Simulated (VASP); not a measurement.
Crystal: Pt.

```
Pt
1.0
     0.00000    1.97158    1.97158
     1.97158    0.00000    1.97158
     1.97158    1.97158    0.00000
Pt
1
Direct
  0.00000 0.00000 0.00000
```

* Program: VASP 6.6.1
* Task: relaxation of cell and atoms
* Functional: PBEsol
* Potentials or basis: VASP PAW PBE potentials, release 64 (Pt)
* Cutoff: 600 eV
* k mesh: 6 × 6 × 6
* Occupations: gaussian, width 0.1 eV
* Spin: no spin polarisation

At the start: pressure -8.2 GPa; volume 15.33 Å³/atom.

**Question.** How do energy, volume and symmetry change on relaxing?

**Answer.** Over 4 steps the energy falls by 11.8 meV/atom and the volume is 14.88 Å³/atom (-2.9 %); space group Fm-3m (No. 225, to 0.05 Å).

Step by step:
| step | energy change (eV) | largest force (eV/Å) | pressure (GPa) | volume (Å³) |
| --- | --- | --- | --- | --- |
| 1 | 0.0000 | 0.0000 | -8.19 | 15.33 |
| 2 | 0.1016 | 0.0000 | 32.44 | 13.65 |
| 3 | -0.0118 | 0.0000 | -0.29 | 14.90 |
| 4 | -0.0118 | 0.0000 | -0.04 | 14.88 |

Final structure:
```cif
data_structure
_symmetry_space_group_name_H-M 'P 1'
_symmetry_Int_Tables_number 1
_cell_length_a 2.7610
_cell_length_b 2.7610
_cell_length_c 2.7610
_cell_angle_alpha 60.000
_cell_angle_beta 60.000
_cell_angle_gamma 60.000
_cell_volume 14.88
loop_
_atom_site_label
_atom_site_type_symbol
_atom_site_fract_x
_atom_site_fract_y
_atom_site_fract_z
_atom_site_occupancy
Pt1 Pt 0.00000 0.00000 0.00000 1
```

Caveat: the k mesh is coarse (spacing up to 0.46 Å⁻¹), so the values aren't converged; the PAW data sets were made with another functional, which shifts forces and pressure a little.
